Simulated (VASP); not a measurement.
Output of a VASP run:

### OSZICAR
```
       N       E                     dE             d eps       ncg     rms          rms(c)
DAV:   1     0.970189713569E+02    0.97019E+02   -0.12884E+04  5344   0.234E+03
DAV:   2     0.113085101696E+01   -0.95888E+02   -0.94861E+02  5368   0.303E+02
DAV:   3    -0.160928788394E+01   -0.27401E+01   -0.27362E+01  6560   0.624E+01
DAV:   4    -0.161724156628E+01   -0.79537E-02   -0.79546E-02  6344   0.341E+00
DAV:   5    -0.161725404319E+01   -0.12477E-04   -0.12479E-04  6400   0.111E-01    0.366E+00
DAV:   6    -0.148448352769E+01    0.13277E+00   -0.70778E-01  5480   0.184E+01    0.286E+00
DAV:   7    -0.148244723750E+01    0.20363E-02   -0.20054E-02  6208   0.249E+00    0.146E+00
DAV:   8    -0.148135989867E+01    0.10873E-02   -0.22673E-03  6208   0.803E-01    0.501E-02
DAV:   9    -0.148142255747E+01   -0.62659E-04   -0.28752E-04  7312   0.244E-01    0.288E-02
DAV:  10    -0.148142485619E+01   -0.22987E-05   -0.23753E-05  6032   0.755E-02    0.376E-03
DAV:  11    -0.148142410149E+01    0.75470E-06   -0.19811E-07  5568   0.512E-03    0.148E-03
DAV:  12    -0.148142358482E+01    0.51667E-06   -0.65974E-08  3600   0.526E-03    0.725E-05
DAV:  13    -0.148142356729E+01    0.17524E-07   -0.79501E-09  3168   0.107E-03
   1 F= -.14814236E+01 E0= -.14814236E+01  d E =0.000000E+00
```

### OUTCAR
```
------------------------ aborting loop because EDIFF is reached ----------------------------------------
  FORCE on cell =-STRESS in cart. coord.  units (eV):
  Direction    XX          YY          ZZ          XY          YZ          ZX
  --------------------------------------------------------------------------------------
  Total       -0.0234718     -0.0234718      0.0880305      0.0000000     -0.0000000      0.0000000
  in kB       -1.1911453     -1.1911457      4.4673744      0.0000000     -0.0000000      0.0000000
  external PRESSURE =       0.6950278 kB  Pullay stress =       0.0000000 kB
  volume of cell :       31.57
      direct lattice vectors                 reciprocal lattice vectors
     1.358119933 -2.352333179  0.000000000     0.368155999 -0.212554924  0.000000000
     1.358119933  2.352333179  0.000000000     0.368155999  0.212554924  0.000000000
     0.000000000  0.000000000  4.941108652     0.000000000  0.000000000  0.202383730
 POSITION                                       TOTAL-FORCE (eV/Angst)
 -----------------------------------------------------------------------------------
      1.35812      0.78411      1.23528        -0.000000      0.000000      0.000000
      1.35812     -0.78411      3.70583         0.000000     -0.000000      0.000000
 -----------------------------------------------------------------------------------
    total drift:                                0.000000      0.000079      0.000004
  FREE ENERGIE OF THE ION-ELECTRON SYSTEM (eV)
  ---------------------------------------------------
  free  energy   TOTEN  =        -1.4814235673 eV

  energy  without entropy=       -1.4814235673  energy(sigma->0) =       -1.48142357

 total charge

# of ion       s       p       d       tot
------------------------------------------
    1        0.580   0.415   9.718  10.713
    2        0.580   0.415   9.718  10.713
--------------------------------------------------
tot          1.160   0.831  19.435  21.426
```
(Selected blocks of OUTCAR.)

### POSCAR
```
Zn
1
    1.3581199326    -2.3523331790     0.0000000000
    1.3581199326     2.3523331790     0.0000000000
    0.0000000000     0.0000000000     4.9411086517
Zn
2
Direct
  0.3333330000   0.6666670000   0.2500000000
  0.6666670000   0.3333330000   0.7500000000
```

Task: Write an INCAR and KPOINTS that could have produced this output.

Result: One answer among several that fit: the input of the run itself, RPBE GGA, plane waves, VASP's PBE PAW potentials (set 64).

KPOINTS:
```
Automatic mesh
0
Gamma
17 17 8
0 0 0
```

### INCAR
```
PREC = Accurate
LREAL = F
SYSTEM = Zn
NEDOS = 601
LWAVE = F
LASPH = T
ISMEAR = -5
ENCUT = 520
EDIFF = 1E-7   # SCF stop (eV)
ALGO = Normal
NELM = 100   # most electronic steps
LORBIT = 11   # lm-projected
GGA = RP   # RPBE
ISIF = 2   # forces and stress, cell fixed
LMAXMIX = 4
LCHARG = T
```

POTCAR, in this order: Zn (PBE.64 set). Program: vasp_std.

For a metal the tetrahedron method with Blöchl corrections gives inexact stress and forces.

The compound is Zn in the hcp structure. It was relaxed first.
